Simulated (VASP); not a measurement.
Here is a VASP 6.6.1 calculation.

INCAR

```
PREC = Accurate
ENCUT = 600
EDIFF = 1E-6
ISMEAR = 0
SIGMA = 0.03
LREAL = False
LASPH = True
NELM = 80
ALGO = Normal
ISIF = 3
LWAVE = False
LCHARG = False
METAGGA = R2SCAN
LMIXTAU = True
IBRION = 2
NSW = 90
EDIFFG = -0.01
```

Contents of KPOINTS:

```
Automatic mesh
0
Gamma
  8 8 8
```

POSCAR

```
CdTe
1.0
    0.0000000000      3.2050000000      3.2050000000
    3.2050000000      0.0000000000      3.2050000000
    3.2050000000      3.2050000000      0.0000000000
Cd Te
1 1
Direct
    0.0000000000      0.0000000000      0.0000000000
    0.2500000000      0.2500000000      0.2500000000
```

Potentials or basis: VASP PAW PBE potentials, release 64 (Cd, Te).

Run with:

```console
$ cat potpaw_PBE.64/Cd/POTCAR potpaw_PBE.64/Te/POTCAR > POTCAR
$ mpirun -np 1 vasp_std > vasp.out
```

Predict the relaxed cell.

a = 4.639 Å, b = 4.639 Å, c = 4.639 Å, α = 60.00°, β = 60.00°, γ = 60.00°.

Estimate the space group after relaxing (to 0.05 Å).

F-43m (No. 216).

Final structure:
```
Cd Te
1.0
     0.00000    3.28041    3.28041
     3.28041    0.00000    3.28041
     3.28041    3.28041    0.00000
Cd Te
1 1
Cartesian
  0.0000 0.0000 0.0000
  1.6402 1.6402 1.6402
```

 Zero-point motion and thermal expansion aren't in these numbers.
